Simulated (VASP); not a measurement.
# A VASP study of LaGe2Ru2 (LDA): structure first, properties next

Aim: relax LaGe2Ru2, then compute properties on the relaxed cell. The steps: full relaxation (LDA), second relaxation, single point with fields (LDA), bands along the symmetry lines (LDA), density of states (LDA) and band structure (LDA), changed input. Left out of this account: 1 further run (phonons: its modes failed a check). The start is a computed cell from the Materials Project.

Method: LDA; plane waves and PAW (La, Ge_d, Ru_pv), in VASP 6.6.1.

## (1) The structure

Before any relaxation, the start is as follows. It takes space group I4/mmm (No. 139, tetragonal). Conventional cell: a = 4.309 Å, b = 4.309 Å, c = 10.141 Å, α = 90.00°, β = 90.00°, γ = 90.00°. Nearest to La lie 8 Ru at 3.33 Å and 10 Ge at 3.35 to 3.68 Å. Nearest to Ge lie 4 Ru at 2.44 Å and 1 Ge at 2.79 Å and 5 La at 3.35 to 3.68 Å. Nearest to Ru lie 4 Ge at 2.44 Å and 4 Ru at 3.05 Å and 4 La at 3.33 Å. Farther neighbours are not listed.

Coordinates:

```xyz
5
Lattice="0.0000 -4.3089 0.0000 -4.3089 0.0000 0.0000 2.1544 -2.1544 -5.0707" Properties=species:S:1:pos:R:3 pbc="T T T"
La    0.0000    0.0000    0.0000
Ge    0.0000   -4.3089   -3.6781
Ge   -2.1544   -2.1544   -1.3926
Ru    0.0000   -2.1544   -2.5354
Ru   -2.1544   -4.3089   -2.5354
```

## (2) Full relaxation (LDA)

The start need not lie at this functional's minimum. ISIF = 3 frees volume, shape and positions, and EDIFFG sets the threshold on forces and stress at which the search stops. LDA, the lowest rung, knows the local density alone.

Input file INCAR:

```
SYSTEM = LaGe2Ru2
PREC = Accurate
ENCUT = 410
EDIFF = 1E-06
NELM = 100
ISMEAR = 1
SIGMA = 0.2
LREAL = .FALSE.
ALGO = Normal
GGA = CA
NBANDS = 41
LASPH = .TRUE.
LORBIT = 11
LWAVE = .FALSE.
LCHARG = .FALSE.
KPAR = 4
IBRION = 2
NSW = 60
ISIF = 3
EDIFFG = -0.01
```

Input file POSCAR:

```
LaGe2Ru2
1.0
    0.0000000000     -4.3088772022      0.0000000000
   -4.3088772022      0.0000000000      0.0000000000
    2.1544386011     -2.1544386011     -5.0707353849
La Ge Ru
1 2 2
Direct
    0.0000000000      0.0000000000      0.0000000000
    0.6373221000      0.3626779000      0.7253558000
    0.3626779000      0.6373221000      0.2746442000
    0.2500000000      0.2500000000      0.5000000000
    0.7500000000      0.7500000000      0.5000000000
```

Input file KPOINTS:

```
Automatic mesh
0
Gamma
6 6 6
0 0 0
```

The projector-augmented-wave data sets are La, Ge_d and Ru_pv (LDA family, release 64).

Started as:

```bash
mpirun -np 4 vasp_std
```

Output:

```text
[banner, memory and clock lines left out]
running    4 mpi-ranks, on    1 nodes
 distrk:  each k-point on    1 cores,    4 groups
 distr:  one band on    1 cores,    1 groups

 POSCAR found type information on POSCAR LaGeRu
 POSCAR found :  3 types and       5 ions
 LDA part: xc-table for (Slater(with rela. corr.)+CA(PZ))
 , standard interpolation
 POSCAR, INCAR and KPOINTS ok, starting setup
 FFT: planning ... GRIDC
 FFT: planning ... GRID_SOFT
 FFT: planning ... GRID
 WAVECAR not read
 entering main loop
       N       E                     dE             d eps       ncg     rms          rms(c)
DAV:   1     0.733777209952E+03    0.73378E+03   -0.27143E+04  3118   0.313E+03
DAV:   2     0.934693487356E+02   -0.64031E+03   -0.60524E+03  2492   0.744E+02
DAV:   3    -0.236498349490E+02   -0.11712E+03   -0.11172E+03  2628   0.222E+02
DAV:   4    -0.406922942290E+02   -0.17042E+02   -0.16222E+02  3895   0.720E+01
DAV:   5    -0.419860267590E+02   -0.12937E+01   -0.12708E+01  4006   0.188E+01    0.164E+01
DAV:   6    -0.413823929990E+02    0.60363E+00   -0.14331E+01  3438   0.174E+01    0.516E+00
DAV:   7    -0.407811972999E+02    0.60120E+00   -0.46327E+00  3548   0.121E+01    0.463E+00
DAV:   8    -0.407085331295E+02    0.72664E-01   -0.67369E-01  3934   0.456E+00    0.840E-01
DAV:   9    -0.406992531001E+02    0.92800E-02   -0.10503E-01  3736   0.209E+00    0.350E-01
DAV:  10    -0.406977390439E+02    0.15141E-02   -0.97058E-03  3928   0.596E-01    0.102E-01
DAV:  11    -0.406977644845E+02   -0.25441E-04   -0.11787E-03  3903   0.185E-01    0.377E-02
DAV:  12    -0.406977696425E+02   -0.51580E-05   -0.10196E-04  4072   0.581E-02    0.173E-02
DAV:  13    -0.406977705750E+02   -0.93248E-06   -0.12426E-05  3261   0.225E-02    0.689E-03
DAV:  14    -0.406977706240E+02   -0.49009E-07   -0.92983E-07  2328   0.701E-03
   1 F= -.40697771E+02 E0= -.40697450E+02  d E =-.406978E+02
 curvature:   0.00 expect dE= 0.000E+00 dE for cont linesearch  0.000E+00
 trial: gam= 0.00000 g(F)=  0.485E-03 g(S)=  0.418E+00 ort = 0.000E+00 (trialstep = 0.100E+01)
 search vector abs. value=  0.419E+00
 bond charge predicted
       N       E                     dE             d eps       ncg     rms          rms(c)
DAV:   1    -0.537255550110E+02   -0.13028E+02   -0.22799E+02  3065   0.131E+02    0.367E+01
DAV:   2    -0.453145649234E+02    0.84110E+01   -0.10575E+02  3452   0.694E+01    0.155E+01
DAV:   3    -0.411815278137E+02    0.41330E+01   -0.19746E+01  3792   0.328E+01    0.594E+00
DAV:   4    -0.406196659188E+02    0.56186E+00   -0.31159E+00  3919   0.108E+01    0.366E+00
DAV:   5    -0.405594626595E+02    0.60203E-01   -0.50788E-01  4028   0.475E+00    0.281E+00
DAV:   6    -0.405219855828E+02    0.37477E-01   -0.23541E-01  4132   0.300E+00    0.455E-01
DAV:   7    -0.405191610183E+02    0.28246E-02   -0.45737E-02  3880   0.139E+00    0.178E-01
DAV:   8    -0.405192759809E+02   -0.11496E-03   -0.26804E-03  3707   0.316E-01    0.129E-01
DAV:   9    -0.405191534936E+02    0.12249E-03   -0.18358E-03  4052   0.274E-01    0.462E-02
DAV:  10    -0.405191321988E+02    0.21295E-04   -0.27800E-04  3998   0.108E-01    0.180E-02
DAV:  11    -0.405191319473E+02    0.25145E-06   -0.18871E-05  3406   0.309E-02    0.804E-03
DAV:  12    -0.405191314279E+02    0.51939E-06   -0.37147E-06  2768   0.151E-02
   2 F= -.40519131E+02 E0= -.40518322E+02  d E =0.178639E+00
[...]
3 F= -.40777613E+02 E0= -.40777029E+02  d E =-.798426E-01
[...]
4 F= -.40777656E+02 E0= -.40777066E+02  d E =-.798855E-01
[...]
5 F= -.40787374E+02 E0= -.40786727E+02  d E =-.971808E-02
[...]
6 F= -.40790284E+02 E0= -.40789620E+02  d E =-.126278E-01
[...]
7 F= -.40790732E+02 E0= -.40790065E+02  d E =-.130763E-01
[...]
8 F= -.40790978E+02 E0= -.40790317E+02  d E =-.245169E-03
 trial-energy change:   -0.000245  1 .order   -0.000243   -0.000345   -0.000141
 step:   1.7791(harm=  1.7791)  dis= 0.00228  next Energy=   -40.791024 (dE=-0.292E-03)
 bond charge predicted
       N       E                     dE             d eps       ncg     rms          rms(c)
DAV:   1    -0.407917541122E+02   -0.77615E-03   -0.32286E-02  2795   0.150E+00    0.174E-01
DAV:   2    -0.407912908722E+02    0.46324E-03   -0.31289E-03  4045   0.601E-01    0.111E-01
DAV:   3    -0.407911094272E+02    0.18144E-03   -0.76620E-04  3469   0.178E-01    0.636E-02
DAV:   4    -0.407910201044E+02    0.89323E-04   -0.25900E-04  3899   0.109E-01    0.178E-02
DAV:   5    -0.407910203191E+02   -0.21471E-06   -0.37114E-05  3145   0.435E-02    0.830E-03
DAV:   6    -0.407910200429E+02    0.27621E-06   -0.28870E-06  2629   0.159E-02
   9 F= -.40791020E+02 E0= -.40790366E+02  d E =-.287633E-03
 curvature:  -0.91 expect dE=-0.396E-05 dE for cont linesearch -0.144E-06
 trial: gam= 0.03196 g(F)=  0.834E-06 g(S)=  0.353E-05 ort =-0.730E-05 (trialstep = 0.120E+01)
 search vector abs. value=  0.424E-05
 reached required accuracy - stopping structural energy minimisation
```

The job ended after 2.7 min (4 MPI ranks of AMD EPYC 7R43, shared host; peak memory 0.77 GiB; 11 min of CPU time).

Lines that name or quote the potential files are left out of all logs, and their timing lines are given in words.

From OUTCAR (step 2):

```text
ion  position               nearest neighbor table
   1  0.000  0.000  0.000-   5 3.33   5 3.33   4 3.33   5 3.33   4 3.33   5 3.33   4 3.33   4 3.33

  LATTYP: Found a body centered tetragonal cell.
 ALAT       =     4.3088772022
 C/A-ratio  =     2.3536226014

 Subroutine GETGRP returns: Found 16 space group operations
 (whereof 16 operations were pure point group operations)

The static configuration has the point symmetry D_4h.

 Found     30 irreducible k-points:

   k-points           NKPTS =     30   k-points in BZ     NKDIM =     30   number of bands    NBANDS=     41

   dimension x,y,z NGX =    28 NGY =   28 NGZ =   40
   dimension x,y,z NGXF=    56 NGYF=   56 NGZF=   80

   ENCUT  =  410.0 eV  30.13 Ry    5.49 a.u.   7.11  7.11  9.77*2*pi/ulx,y,z

   NELECT =      67.0000    total number of electrons

 k-points in reciprocal lattice and weights: Automatic mesh
   0.00000000  0.00000000  0.00000000       0.005
   0.16666667  0.00000000 -0.00000000       0.037
   0.33333333  0.00000000  0.00000000       0.037
   0.50000000  0.00000000 -0.00000000       0.019
   0.16666667  0.16666667  0.00000000       0.019
   0.33333333  0.16666667  0.00000000       0.074
   0.50000000  0.16666667  0.00000000       0.074
  -0.33333333  0.16666667  0.00000000       0.074
  -0.16666667  0.16666667  0.00000000       0.037
[...]
-0.16666667  0.16666667  0.33333333       0.019
   0.00000000  0.00000000  0.50000000       0.005

 average (electrostatic) potential at core
       1 -93.9384       2 -69.7931       3 -69.7931       4 -69.6177       5 -69.6177

 E-fermi :   9.6146

 k-point     1 :       0.0000    0.0000    0.0000
  band No.  band energies     occupation
    ...
     31       9.0419      2.00039
     32       9.0419      2.00039
     33       9.2050      2.01364
     34       9.3050      2.05093
     35       9.5339      1.62537
     36      10.7774     -0.00000
     37      11.4004     -0.00000
     38      11.4004     -0.00000
     39      12.0252     -0.00000
     40      12.1856     -0.00000
    ...

 k-point     2 :       0.1667    0.0000   -0.0000
  band No.  band energies     occupation
    ...
     30       8.5890      2.00000
     31       8.8192      2.00000
     32       8.9726      2.00006
     33       9.1701      2.00730
     34       9.2328      2.02119
     35       9.7386      0.14230
     36      10.9366     -0.00000
     37      11.3216     -0.00000
     38      11.4856     -0.00000
     39      12.0742     -0.00000
    ...

 k-point     3 :       0.3333    0.0000    0.0000
  band No.  band energies     occupation
    ...
     30       8.2285      2.00000
     31       8.2977      2.00000
     32       8.4756      2.00000
     33       8.7601      2.00000
     34       9.2400      2.02355
     35      10.6649     -0.00000
     36      10.7249     -0.00000
     37      11.7381     -0.00000
     38      11.7732     -0.00000
     39      12.1610     -0.00000
    ...

  Total       -0.0115703     -0.0115703     -0.0098982      0.0000000     -0.0000000     -0.0000000
  in kB       -0.2068863     -0.2068863     -0.1769869      0.0000000     -0.0000000     -0.0000000
  external PRESSURE =      -0.1969198 kB  Pullay stress =       0.0000000 kB

  energy-cutoff  :      410.00
  volume of cell :       89.60
      direct lattice vectors                 reciprocal lattice vectors
    -0.000000000 -4.241646692 -0.000000000     0.000000000 -0.235757495  0.100395399
    -4.241646692  0.000000000  0.000000000    -0.235757495  0.000000000 -0.100395399
     2.120823346 -2.120823346 -4.980307914    -0.000000000  0.000000000 -0.200790798

 POSITION                                       TOTAL-FORCE (eV/Angst)
 -----------------------------------------------------------------------------------
     -2.12082     -2.12082     -4.98031         0.000000     -0.000000      0.000000
      0.00000     -4.24165     -3.64453        -0.000000      0.000000      0.002940
     -2.12082     -2.12082     -1.33578         0.000000     -0.000000     -0.002940
      0.00000     -2.12082     -2.49015        -0.000000      0.000000      0.000000
     -2.12082     -4.24165     -2.49015         0.000000     -0.000000     -0.000000
 -----------------------------------------------------------------------------------
    total drift:                                0.000000     -0.000000     -0.000000

  FREE ENERGIE OF THE ION-ELECTRON SYSTEM (eV)
  ---------------------------------------------------
  free  energy   TOTEN  =       -40.7910200429 eV

  energy  without entropy=      -40.7890580134  energy(sigma->0) =      -40.79036603

 reached required accuracy - stopping structural energy minimisation

 total charge
# of ion       s       p       d       f       tot
--------------------------------------------------
    1        2.042   5.638   0.734   0.164   8.578
    2        1.136   1.363  10.113   0.000  12.613
    3        1.136   1.363  10.113   0.000  12.613
    4        0.339   6.251   6.206   0.000  12.796
    5        0.339   6.251   6.206   0.000  12.796
--------------------------------------------------
tot          4.994  20.865  33.372   0.164  59.395

[... 3 further parts left out ...]
```

This run has no spin polarisation. Its electron count is odd, so without a moment it is a metal by construction. The k-mesh is coarse for a metal. The run keeps the 16 symmetry operations of its start, so it cannot find a distortion of lower symmetry.

Step by step:

```tsv
step	energy less that of the first step (eV)	largest force (eV/Å)	pressure (GPa)	volume (Å³)
1	0.0000	0.0709	-6.46	94.15
2	0.1786	1.2938	14.03	84.18
3	-0.0798	0.3585	-0.20	90.43
4	-0.0799	0.3684	-0.10	90.35
5	-0.0896	0.2003	-0.10	89.97
6	-0.0925	0.0472	0.01	89.44
7	-0.0930	0.0188	0.02	89.58
8	-0.0932	0.0059	0.01	89.59
9	-0.0932	0.0029	-0.02	89.60
```

```tsv
conventional cell, symmetrised	before	after	change
a (Å)	4.309	4.242	-1.6 %
b (Å)	4.309	4.242	-1.6 %
c (Å)	10.141	9.961	-1.8 %
volume (Å³/atom)	18.83	17.92	-4.8 %
```

The atoms that moved most (Å, as changes of fractional coordinates times the final cell):

```tsv
atom	dx	dy	dz	length
Ge2	0.000	0.000	-0.032	0.032
Ge3	0.000	0.000	0.032	0.032
```

Final coordinates:

```cif
data_structure
_symmetry_space_group_name_H-M 'P 1'
_symmetry_Int_Tables_number 1
_cell_length_a 4.2416
_cell_length_b 4.2416
_cell_length_c 5.8137
_cell_angle_alpha 111.395
_cell_angle_beta 68.605
_cell_angle_gamma 90.000
_cell_volume 89.60
loop_
_atom_site_label
_atom_site_type_symbol
_atom_site_fract_x
_atom_site_fract_y
_atom_site_fract_z
_atom_site_occupancy
La1 La 0.00000 0.00000 0.00000 1
Ge2 Ge 0.63411 0.36589 0.73179 1
Ge3 Ge 0.36589 0.63411 0.26821 1
Ru4 Ru 0.25000 0.25000 0.50000 1
Ru5 Ru 0.75000 0.75000 0.50000 1
```

Numbers from this step:

| Item | Value |
| --- | --- |
| electrons | 67 |
| bands | 41 |
| irreducible k-points | 30 |
| symmetry operations | 16 |
| free energy (TOTEN) | -40.79 eV |
| energy at zero smearing | -40.79 eV |
| Fermi energy | 9.615 eV |
| pressure | -0.01969 GPa |
| metallic | yes |
| SCF cycles over all ionic steps | 79 |

It ends with a largest force of 0.003 eV/Å and a pressure of -0.02 GPa.

[end of part 1 of 3]

[Lines on the potential files, build, host, timing and source positions are cut from VASP's logs without a mark.]

[Logs are printed without paths, hosts, clocks, repeated set-up lines and the standing remarks that a program may print on its own settings, such as how far it seeks lower states.]

[Hosts, paths, dates, database ids (printed as entryN), source tags and the programs' standing remarks are cut or masked in the printed files.]

[A measured line is paired with the nearest computed mode of its activity, which favours agreement.]
